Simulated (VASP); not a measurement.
A convergence study with VASP on InP (zinc blende): one setting is varied, all else stays as given below, so the limit is that of these other settings. Each run relaxes cell and ions from the cell shown. The basis is that of the starting cell, so low cut-offs carry a Pulay error.

```yaml
crystal:
  lattice:
    - [0.00000, 2.93500, 2.93500]
    - [2.93500, 0.00000, 2.93500]
    - [2.93500, 2.93500, 0.00000]
  atoms:
    - { symbol: In, position: [0.00000, 0.00000, 0.00000] }
    - { symbol: P, position: [0.25000, 0.25000, 0.25000] }
```

Level of theory: PBE GGA, VASP's PBE PAW potentials (set 64) (plane waves; VASP). The tightest run used: 700 eV cut-off, 7×7×7 Γ-centred mesh, Gaussian smearing of 0.050 eV, potentials In_d P.

Unless said otherwise, spin-orbit coupling is left out, though it shifts the bands of the heavy elements here. Gaps are read on the run's mesh, which can miss a band edge.

Question: The settings run are ENCUT = 200; ENCUT = 250; ENCUT = 300; ENCUT = 350; ENCUT = 400; ENCUT = 450; ENCUT = 500; ENCUT = 550; ENCUT = 600; ENCUT = 650; ENCUT = 700. From which on does the relaxed volume stay within 0.05 Å³/atom of the tightest run?

Answer: From ENCUT = 400 on: it is off by 0.038 there and by no more than 0.05 in any finer run, while ENCUT = 350 is off by 0.135.
```json
[
 {"setting": "ENCUT = 200", "relaxed volume (Å³/atom)": "23.849", "E (eV/atom)": "-4.1606", "gap on the mesh (eV)": "0.993", "plane waves": "331", "difference judged (Å³/atom)": "2.597"},
 {"setting": "ENCUT = 250", "relaxed volume (Å³/atom)": "26.204", "E (eV/atom)": "-4.1954", "gap on the mesh (eV)": "0.484", "plane waves": "465", "difference judged (Å³/atom)": "0.242"},
 {"setting": "ENCUT = 300", "relaxed volume (Å³/atom)": "26.311", "E (eV/atom)": "-4.1979", "gap on the mesh (eV)": "0.465", "plane waves": "609", "difference judged (Å³/atom)": "0.135"},
 {"setting": "ENCUT = 350", "relaxed volume (Å³/atom)": "26.311", "E (eV/atom)": "-4.1986", "gap on the mesh (eV)": "0.467", "plane waves": "761", "difference judged (Å³/atom)": "0.135"},
 {"setting": "ENCUT = 400", "relaxed volume (Å³/atom)": "26.408", "E (eV/atom)": "-4.2011", "gap on the mesh (eV)": "0.448", "plane waves": "941", "difference judged (Å³/atom)": "0.038"},
 {"setting": "ENCUT = 450", "relaxed volume (Å³/atom)": "26.443", "E (eV/atom)": "-4.2017", "gap on the mesh (eV)": "0.441", "plane waves": "1117", "difference judged (Å³/atom)": "0.003"},
 {"setting": "ENCUT = 500", "relaxed volume (Å³/atom)": "26.432", "E (eV/atom)": "-4.2013", "gap on the mesh (eV)": "0.443", "plane waves": "1308", "difference judged (Å³/atom)": "0.014"},
 {"setting": "ENCUT = 550", "relaxed volume (Å³/atom)": "26.427", "E (eV/atom)": "-4.2013", "gap on the mesh (eV)": "0.444", "plane waves": "1494", "difference judged (Å³/atom)": "0.019"},
 {"setting": "ENCUT = 600", "relaxed volume (Å³/atom)": "26.437", "E (eV/atom)": "-4.2015", "gap on the mesh (eV)": "0.442", "plane waves": "1716", "difference judged (Å³/atom)": "0.009"},
 {"setting": "ENCUT = 650", "relaxed volume (Å³/atom)": "26.445", "E (eV/atom)": "-4.2017", "gap on the mesh (eV)": "0.441", "plane waves": "1922", "difference judged (Å³/atom)": "0.001"},
 {"setting": "ENCUT = 700", "relaxed volume (Å³/atom)": "26.446", "E (eV/atom)": "-4.2017", "gap on the mesh (eV)": "0.440", "plane waves": "2141", "difference judged (Å³/atom)": "0.000"}
]
```

Left out are rungs that failed or repeat a setting and relaxations that didn't move; long series are thinned to 24 rows.

The compound is InP in the zinc blende structure.
